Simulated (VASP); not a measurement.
Energy against volume of ZnS (zinc blende). Method: PW91 GGA, VASP's PBE PAW potentials (set 64) (plane waves; VASP). Settings: 520 eV cut-off, 8×8×8 Γ-centred mesh, Gaussian smearing of 0.050 eV, potentials Zn S.

| V (Å³/atom) | E (eV/atom) |
|---|---|
| 19.563 | -3.44303 |
| 20.168 | -3.44741 |
| 20.773 | -3.44379 |
| 21.378 | -3.43340 |

Question: Fit these four points and predict the energy of the run at 18.958 Å³/atom.

Answer: A cubic in V^(−2/3), the third-order Birch-Murnaghan form, passes through the four points with V0 = 20.18 Å³/atom and B0 = 70 GPa, and gives -3.4292 eV/atom there. The run gave -3.4293 eV/atom, -0.1 meV/atom from the fit; all five points give B0 = 70 GPa.

The compound is ZnS in the zinc blende structure. It was relaxed first.
